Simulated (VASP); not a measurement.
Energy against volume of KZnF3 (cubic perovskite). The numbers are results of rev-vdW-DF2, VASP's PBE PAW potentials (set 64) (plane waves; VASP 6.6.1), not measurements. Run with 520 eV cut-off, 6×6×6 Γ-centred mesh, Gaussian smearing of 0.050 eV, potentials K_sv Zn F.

```tsv
V (Å³/atom)	E (eV/atom)
13.201	-2.20055
13.609	-2.20479
14.017	-2.20299
14.426	-2.19620
```

Fit these four points and predict the energy of the run at 12.793 Å³/atom.

A cubic in V^(−2/3), the third-order Birch-Murnaghan form, passes through the four points with V0 = 13.68 Å³/atom and B0 = 77 GPa, and gives -2.1890 eV/atom there. The run gave -2.1893 eV/atom, -0.3 meV/atom from the fit; all five points give B0 = 76 GPa.

The compound is KZnF3 in the cubic perovskite structure. It was relaxed first.
